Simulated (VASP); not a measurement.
An input for Quantum ESPRESSO's pw.x (written as the equivalent of a VASP run, and not itself run):

```
&CONTROL
  calculation = 'scf'
  pseudo_dir = './pseudo'
  outdir = './out'
  tprnfor = .true.
  tstress = .true.
/
&SYSTEM
  ibrav = 0
  nat = 2
  ntyp = 2
  ecutwfc = 84
  occupations = 'tetrahedra'
  input_dft = 'pbesol'
/
&ELECTRONS
  conv_thr = 7.3e-09
  electron_maxstep = 100
/
ATOMIC_SPECIES
  B 10.810 B.upf
  As 74.922 As.upf
CELL_PARAMETERS angstrom
     0.0000000    2.3890330    2.3890330
     2.3890330    0.0000000    2.3890330
     2.3890330    2.3890330    0.0000000
ATOMIC_POSITIONS crystal
  B    0.0000000  0.0000000  0.0000000
  As   0.2500000  0.2500000  0.2500000
K_POINTS automatic
  11 11 11 0 0 0
```

Task: Translate this input to VASP (INCAR, KPOINTS, POSCAR, choice of POTCAR).

Result: This is not unique; one that fits is 
**KPOINTS**
```
K-points
0
Gamma
  11 11 11
```

**INCAR**
```
ALGO = Normal
EDIFF = 1E-7
ENCUT = 520
GGA = PS
ISIF = 2
ISMEAR = -5
LASPH = .TRUE.
LCHARG = .TRUE.
LMAXMIX = 4
LORBIT = 11
LREAL = .FALSE.
LWAVE = .FALSE.
NEDOS = 601
NELM = 100
PREC = Accurate
SYSTEM = BAs
```

POSCAR:
```
BAs
2.3890330
  0.0000000000   1.0000000018   1.0000000018
  1.0000000018   0.0000000000   1.0000000018
  1.0000000018   1.0000000018   0.0000000000
B As
1 1
Direct
  0.0000000000   0.0000000000   0.0000000000
  0.2500000000   0.2500000000   0.2500000000
```

POTCAR, in this order: B As (PBE.64 set). Program: vasp_std.

Limits of the translation: the potentials are each code's own (VASP's PAW set, PseudoDojo norm-conserving files in pw.x), so ENCUT and ecutwfc are chosen apart and not converted; conv_thr bounds pw.x's estimated SCF error, while EDIFF bounds the energy change between steps.

The structure was generated: BAs was put into the zinc blende type (F-43m), which need not be its known phase. It was relaxed first, which changed the volume by +6 %.
